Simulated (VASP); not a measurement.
Wanted: the native input for a VASP 6.6.1 run.

* Task: single point
* Functional: LDA
* Potentials or basis: VASP PAW LDA potentials, release 64 (Se, F, Cu)
* Cutoff: 520 eV
* k mesh: 4 × 4 × 4
* Occupations: gaussian, width 0.05 eV
* Spin: no spin polarisation
* Dipole correction: no
* Further INCAR settings: ALGO = Fast; EDIFF = 1e-06; NBANDS = 31

The structure of Cu3SeF lies in POSCAR:

```
Cu3SeF
1.0
    4.0947561653      0.0000000000      0.0000000000
    0.0000000000      4.0947561653      0.0000000000
    0.0000000000      0.0000000000      4.0947561653
Se F Cu
1 1 3
Direct
    0.0000000000      0.0000000000      0.0000000000
    0.5000000000      0.5000000000      0.5000000000
    0.5000000000      0.5000000000      0.0000000000
    0.5000000000      0.0000000000      0.5000000000
    0.0000000000      0.5000000000      0.5000000000
```

The cell comes from a database or a generator and needn't be the stable form of this composition.

The input as run:

INCAR

```
SYSTEM = Cu3SeF
ALGO = Fast
EDIFF = 1E-6
ENCUT = 520
GGA = CA
ISIF = 2
ISMEAR = 0
LASPH = .True.
LCHARG = .True.
LELF = .True.
LREAL = .False.
LVHAR = .True.
LWAVE = .False.
NBANDS = 31
NELM = 100
PREC = Accurate
SIGMA = 0.05
```

KPOINTS

```
k-points
0
Gamma
  4 4 4
  0 0 0
```

Potentials or basis: VASP PAW LDA potentials, release 64 (Se, F, Cu).

Command:

```console
$ cat potpaw_LDA.64/Se/POTCAR potpaw_LDA.64/F/POTCAR potpaw_LDA.64/Cu/POTCAR > POTCAR
$ mpirun -np 1 vasp_std > vasp.out
```

Results of the run:

```yaml
Pressure: -2.6 GPa
Band_gap_on_the_k_mesh: none (metal or under the smearing width)
```

Caveat: the k mesh is coarse (spacing up to 0.38 Å⁻¹), so the values aren't converged; the run has no spin polarisation, though such a crystal can be magnetic; semilocal functionals often make such compounds metallic where correlation or magnetic order opens a gap, which also shifts bond lengths.

Wall time 21 s on 1 thread of Intel(R) Xeon(R) Platinum 8488C (Sapphire Rapids), on a shared host, peak memory 0.15 GiB.
